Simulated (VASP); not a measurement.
# CuC23 (a cell with a defect) in VASP: further runs, part 2 of 2

VASP 6.6.1. The steps go on from the part before.

### 3 Single point, PBEsol+U, collinear spin, ferromagnetic start

File INCAR:

```
SYSTEM = CuC23
PREC = Accurate
ENCUT = 450
EDIFF = 1E-5
ISMEAR = 0
SIGMA = 0.03
LREAL = Auto
LASPH = .TRUE.
NELM = 120
ALGO = Normal
ISIF = 2
LWAVE = .FALSE.
LCHARG = .FALSE.
ISPIN = 2
MAGMOM = 1 0 0 0 0 0 0 0 0 0 0 0 0 0 0 0 0 0 0 0 0 0 0 0
LORBIT = 11
NUPDOWN = 1
LMAXMIX = 4
LDAU = .TRUE.
LDAUTYPE = 2
LDAUL = 2 -1
LDAUU = 5 0
LDAUJ = 0 0
LDAUPRINT = 1
GGA = PS
NBANDS = 74
ISYM = 0
KPAR = 4
```

File KPOINTS:

```
regular mesh
0
G
  3 5 5
  0 0 0
```

File POSCAR:

```
CuC23                                   
1.0
    0.0000000000      5.3503200000      5.3503200000
    3.5668800000      0.0000000000      3.5668800000
    3.5668800000      3.5668800000      0.0000000000
  Cu              C             
     1    23
Direct
     0.9949242714843705    0.0018552399149004    0.0017051868224244
     0.9999228886377414    0.9994087501891579    0.5009007296710162
     0.9999363128920977    0.4993947472209307    0.0011921137297584
     0.0005105865182375    0.4998117615398687    0.5011762651012370
     0.3320663507054240    0.0030272287827146    0.0040771058767204
     0.3393253217773186    0.9994112491030266    0.4917505148981455
     0.3391754063299190    0.4911912291850208    0.0004224646731927
     0.3323901099535252    0.5007852748009283    0.5019749465567550
     0.6687115078349433    0.9988177938685130    0.9999333582468092
     0.6595638631095398    0.0034124144729191    0.5078190481543255
     0.6595328706981897    0.5065654267619537    0.0047361675119245
     0.6673954945895809    0.4998099637175260    0.5011256422392701
     0.0957863103319872    0.1397451584945944    0.1413617969440664
     0.1004325748691338    0.1372667535951074    0.5740354938407913
     0.1001306490818491    0.5738656746604466    0.1383993291868732
     0.0844240415945944    0.6242209426754920    0.6258551419486152
     0.4286418495228461    0.1170460317535808    0.1177224413130102
     0.4121017362134667    0.1258539765537014    0.6329203145733018
     0.4120568400336999    0.6319473278254282    0.1269383875823137
     0.4179502697704487    0.6237787111594342    0.6247109248485844
     0.7096038476524075    0.1475420253482694    0.1489322534669795
     0.7506469543057014    0.1258859586820027    0.6260353489657507
     0.7506036153061139    0.6247621153596421    0.1272880927659988
     0.7481493267868902    0.6259942443348595    0.6273859310821426
```

Potentials or basis: VASP PAW PBE potentials, release 64 (Cu, C).

On the command line:

```bash
$ cat potpaw_PBE.64/Cu/POTCAR potpaw_PBE.64/C/POTCAR > POTCAR
$ mpirun -np 4 vasp_std > vasp.out
```

Run time: 5.8 min. Hardware: 4 MPI ranks of Intel Xeon Platinum 8488C (Sapphire Rapids), shared host; peak memory 0.55 GiB.

The run converged. Its results:

* Free energy: -215.5078 eV
* Largest force: 0.147 eV/Å
* Net moment: 1.00 μB per cell
* Site moments: Cu +0.26; C +0.00, +0.01, -0.00, +0.07, +0.04, +0.02, +0.17 μB
* Valence electrons inside the program's atomic spheres: Cu 11.08; C 2.60, 2.58, 2.63, 2.59, 2.62, 2.65, 2.57, 2.61, 2.67, 2.55

Forces on the atoms (eV/Å):
```
Cu  -0.056  0.088  0.060
C    0.006  0.009  0.038
C    0.002  0.011  0.024
C   -0.020 -0.005  0.013
C   -0.012  0.086  0.084
C    0.002  0.043  0.007
C   -0.014  0.003  0.029
C    0.014 -0.015 -0.010
C    0.037  0.018  0.006
C   -0.015  0.043  0.015
C   -0.014  0.024  0.041
C   -0.007 -0.001  0.003
C    0.012 -0.063 -0.047
C    0.092 -0.110 -0.032
C    0.082 -0.026 -0.114
C    0.024 -0.024 -0.014
C   -0.008 -0.058 -0.076
C   -0.002 -0.033  0.008
C   -0.002  0.026 -0.034
C   -0.001  0.017  0.004
C   -0.082 -0.034 -0.025
C   -0.017 -0.003  0.011
C   -0.020  0.004  0.003
C    0.001 -0.001  0.006
```

Eigenvalues of the final occupation matrices:
```csv
site,spin,trace,eigenvalues
site 1 d,1,4.80,0.94 0.94 0.97 0.97 0.99
site 1 d,2,4.69,0.91 0.92 0.93 0.97 0.97
```

Caveat: the cutoff is under 1.25 times the usual one of these potentials, so pressure, stress and relaxed cells hold a basis-set (Pulay) error; the PAW data sets were made with another functional, which shifts forces and pressure a little; the total moment is fixed, so each spin has its own Fermi level; the U is typed as a test and isn't derived for this compound. The state reached can hang on the start; a lower one may exist.

### 4 Single point, PBEsol+U, collinear spin, ferromagnetic start

Edit INCAR of step 3 so:

```diff
@@ -14,5 +14,5 @@
 ISPIN = 2
-MAGMOM = 1 0 0 0 0 0 0 0 0 0 0 0 0 0 0 0 0 0 0 0 0 0 0 0
+MAGMOM = 3 0 0 0 0 0 0 0 0 0 0 0 0 0 0 0 0 0 0 0 0 0 0 0
 LORBIT = 11
-NUPDOWN = 1
+NUPDOWN = 3
 LMAXMIX = 4
```

File KPOINTS:

```
regular mesh
0
G
  3 4 4
  0 0 0
```

POSCAR is that of step 3.

On the command line:

```bash
$ cat potpaw_PBE.64/Cu/POTCAR potpaw_PBE.64/C/POTCAR > POTCAR
$ mpirun -np 4 vasp_std > vasp.out
```

Wall time 4.7 min (4 MPI ranks of Intel Xeon Platinum 8488C (Sapphire Rapids), shared host); peak memory 0.47 GiB.

It converged, with:

```yaml
Free_energy: -214.0536 eV
Largest_force: 1.218 eV/Å
Net_moment: 3.00 μB per cell
Site_moments: Cu +0.82; C +0.01, -0.01, -0.00, +0.31, +0.03, +0.10, +0.04, +0.02, +0.26 μB
Valence_electrons_inside_the_program's_atomic_spheres: Cu 11.06; C 2.60, 2.58, 2.62, 2.59, 2.67, 2.65, 2.57, 2.55
```

Forces on the atoms (eV/Å):
```
Cu   0.001  0.122  0.084
C   -0.120  0.145  0.744
C   -0.124  0.715  0.159
C   -0.743  0.114  0.136
C   -0.072  0.211  0.210
C    0.113  0.097 -0.108
C    0.093 -0.110  0.079
C    0.033 -0.019 -0.013
C   -0.046 -0.040 -0.055
C   -0.042  0.277  0.061
C   -0.039  0.069  0.269
C    0.006 -0.031 -0.026
C   -0.571 -0.776 -0.746
C    0.799  0.372 -0.702
C    0.774 -0.693  0.362
C    0.058 -0.054 -0.049
C    0.191 -0.229 -0.247
C   -0.038 -0.209  0.006
C   -0.038  0.022 -0.208
C    0.041  0.021  0.007
C   -0.161 -0.083 -0.063
C    0.001 -0.025  0.132
C   -0.003  0.125 -0.018
C   -0.112 -0.022 -0.014
```

Eigenvalues of the final occupation matrices:
| site | spin | trace | eigenvalues |
| --- | --- | --- | --- |
| site 1 d | 1 | 4.94 | 0.97 0.97 0.99 1.00 1.00 |
| site 1 d | 2 | 4.54 | 0.87 0.87 0.87 0.97 0.97 |

Caveat: the k mesh is coarse (spacing up to 0.38 Å⁻¹), so the values aren't converged; the cutoff is under 1.25 times the usual one of these potentials, so pressure, stress and relaxed cells hold a basis-set (Pulay) error; the PAW data sets were made with another functional, which shifts forces and pressure a little; the total moment is fixed, so each spin has its own Fermi level; the U is typed as a test and isn't derived for this compound. The state reached can hang on the start; a lower one may exist.

### 5 Relaxation of the atoms, PBEsol+U, collinear spin, ferromagnetic start (atoms moved at random, drawn with an rms of 0.05 Å)

File INCAR:

```
PREC = Accurate
ENCUT = 450
EDIFF = 1E-5
ISMEAR = 0
SIGMA = 0.03
LREAL = Auto
LASPH = True
NELM = 120
ALGO = Normal
ISIF = 2
LWAVE = False
LCHARG = False
ISPIN = 2
MAGMOM = 3 0 0 0 0 0 0 0 0 0 0 0 0 0 0 0 0 0 0 0 0 0 0 0
LORBIT = 11
NUPDOWN = 3
LMAXMIX = 4
LDAU = True
LDAUTYPE = 2
LDAUL = 2 -1
LDAUU = 5 0
LDAUJ = 0 0
LDAUPRINT = 1
GGA = PS
IBRION = 2
NSW = 60
EDIFFG = -0.03
ISYM = 0
KPAR = 4
```

File KPOINTS:

```
Automatic mesh
0
Gamma
  3 4 4
```

File POSCAR:

```
CuC23
1.0
    0.0000000000      5.3503200000      5.3503200000
    3.5668800000      0.0000000000      3.5668800000
    3.5668800000      3.5668800000      0.0000000000
Cu C
1 23
Direct
    0.0022390000      0.0060990000     -0.0057740000
    0.0046510000      0.0061960000      0.4908270000
   -0.0026480000      0.5056070000      0.0056790000
    0.0013460000      0.5020590000      0.4985970000
    0.3347010000     -0.0001980000      0.0072850000
    0.3330470000      0.0008260000      0.4979370000
    0.3361540000      0.4948030000      0.0028390000
    0.3318230000      0.5076630000      0.4881900000
    0.6612200000      0.0015890000      0.0030000000
    0.6628670000      0.0013150000      0.5003030000
    0.6687950000      0.5025040000      0.0078630000
    0.6660970000      0.4936970000      0.5048280000
    0.0909010000      0.1223080000      0.1268740000
    0.0890630000      0.1155600000      0.6268190000
    0.0862040000      0.6306590000      0.1151400000
    0.0803840000      0.6397710000      0.6221570000
    0.4190740000      0.1153460000      0.1229000000
    0.4184890000      0.1232280000      0.6255470000
    0.4133160000      0.6192890000      0.1374510000
    0.4202640000      0.6170300000      0.6313550000
    0.7418610000      0.1182640000      0.1332070000
    0.7495000000      0.1226470000      0.6369570000
    0.7467160000      0.6233480000      0.1232980000
    0.7479190000      0.6317900000      0.6251200000
```

On the command line:

```bash
$ cat potpaw_PBE.64/Cu/POTCAR potpaw_PBE.64/C/POTCAR > POTCAR
$ mpirun -np 4 vasp_std > vasp.out
```

It took 33 min on 4 MPI ranks of Intel Xeon Platinum 8488C (Sapphire Rapids), shared host; peak memory 0.45 GiB.

The run converged. Its results:

- Free energy: -214.1380 eV
- Energy gained by relaxing: 210.7 meV/atom
- Ionic steps: 19
- Largest force after relaxing: 0.021 eV/Å
- Net moment: 3.00 μB per cell
- Site moments: Cu +0.85; C +0.01, +0.02, -0.00, +0.31, +0.30, +0.03, +0.10, +0.04, +0.27 μB
- Valence electrons inside the program's atomic spheres: Cu 11.12; C 2.60, 2.58, 2.62, 2.59, 2.61, 2.68, 2.66, 2.56, 2.57, 2.55

Forces on the atoms (eV/Å):
```
Cu  -0.015  0.011 -0.009
C    0.005 -0.004  0.005
C    0.003 -0.005 -0.002
C    0.002 -0.002 -0.010
C    0.018 -0.003 -0.004
C   -0.006 -0.004 -0.007
C   -0.010  0.002 -0.011
C    0.016  0.004 -0.003
C    0.002  0.000  0.002
C    0.013 -0.009 -0.001
C    0.011 -0.006 -0.004
C   -0.006  0.006  0.003
C   -0.010  0.000  0.006
C    0.001 -0.007  0.007
C   -0.013  0.014 -0.010
C    0.011 -0.014  0.000
C   -0.015  0.003  0.000
C    0.004 -0.001  0.009
C    0.000  0.000 -0.004
C   -0.010  0.004  0.008
C   -0.007  0.011  0.014
C    0.000 -0.003  0.010
C    0.002  0.001  0.000
C    0.004  0.000  0.001
```

The path:
```tsv
step	energy change (eV)	largest force (eV/Å)	pressure (GPa)
1	0.0000	15.2306	33.06
2	7.5884	11.2597	38.08
3	-4.6647	2.8333	23.92
4	-4.7177	2.8064	23.99
5	-4.7210	2.9683	24.02
6	-4.6569	3.1251	24.63
7	-4.9826	0.8499	23.78
8	-5.0283	0.4298	23.71
9	-5.0298	0.3859	23.76
10	-5.0465	0.2988	23.45
11	-5.0467	0.2580	23.50
12	-5.0537	0.1833	23.59
13	-5.0537	0.1913	23.59
14	-5.0562	0.1086	23.58
15	-5.0563	0.0805	23.59
16	-5.0572	0.0554	23.66
17	-5.0572	0.0568	23.61
18	-5.0574	0.0391	23.51
19	-5.0574	0.0214	23.53
```

Final structure:
```
CELL_PARAMETERS angstrom
0.00000 5.35032 5.35032
3.56688 0.00000 3.56688
3.56688 3.56688 0.00000
ATOMIC_POSITIONS crystal
Cu 0.98917 0.00521 0.00550
C 0.00298 0.00048 0.49861
C 0.00300 0.49740 0.00182
C 0.00380 0.49738 0.49836
C 0.33250 0.00244 0.00358
C 0.33829 0.99895 0.49463
C 0.33822 0.49375 0.00002
C 0.33341 0.50043 0.50159
C 0.66695 0.99856 0.99983
C 0.66126 0.00162 0.50760
C 0.66128 0.50627 0.00296
C 0.66800 0.49939 0.50065
C 0.09475 0.13733 0.13858
C 0.09850 0.13538 0.58201
C 0.09834 0.58154 0.13635
C 0.08570 0.62399 0.62532
C 0.42477 0.11864 0.11963
C 0.41266 0.12548 0.63245
C 0.41268 0.63131 0.12668
C 0.41835 0.62386 0.62498
C 0.70584 0.14810 0.14946
C 0.75170 0.12579 0.62490
C 0.75172 0.62359 0.12711
C 0.75012 0.62450 0.62578
```

Eigenvalues of the final occupation matrices:
| site | spin | trace | eigenvalues |
| --- | --- | --- | --- |
| site 1 d | 1 | 4.94 | 0.97 0.97 0.99 1.00 1.00 |
| site 1 d | 2 | 4.54 | 0.86 0.86 0.88 0.97 0.97 |

Caveat: the k mesh is coarse (spacing up to 0.38 Å⁻¹), so the values aren't converged; the cutoff is under 1.25 times the usual one of these potentials, so pressure, stress and relaxed cells hold a basis-set (Pulay) error; the electronic state changed during the relaxation; the PAW data sets were made with another functional, which shifts forces and pressure a little; the total moment is fixed, so each spin has its own Fermi level; the U is typed as a test and isn't derived for this compound.

### 6 Overview

```tsv
task	U	fixed moment (μB)	cell	k mesh	mesh quality	moment (μB)	largest force (eV/Å)
single point	Cu d U = 7 eV	1	as given	3 × 4 × 4	coarse	1.00	0.11
single point	Cu d U = 5 eV	1	as given	3 × 5 × 5	not flagged	1.00	0.15
single point	Cu d U = 5 eV	3	as given	3 × 4 × 4	coarse	3.00	1.22
relaxation of the atoms	Cu d U = 5 eV	3	atoms relaxed from: atoms moved at random, drawn with an rms of 0.05 Å	3 × 4 × 4	coarse	3.00	0.02
```

Alike in all rows: level PBEsol+U; potentials or basis VASP PAW PBE potentials, release 64 (Cu, C); spin collinear, ferromagnetic start; cutoff (eV) 450; smearing gaussian 0.03 eV.

Caveats: some runs use coarse meshes; the cutoff is under 1.25 times the usual one of these potentials, so pressure, stress and relaxed cells hold a basis-set (Pulay) error; the PAW data sets were made with another functional, which shifts forces and pressure a little; the total moment is fixed, so each spin has its own Fermi level; the U is typed as a test and isn't derived for this compound; the electronic state changed during the relaxation (some runs).

Absolute energies hang on the potentials; compare differences alone.
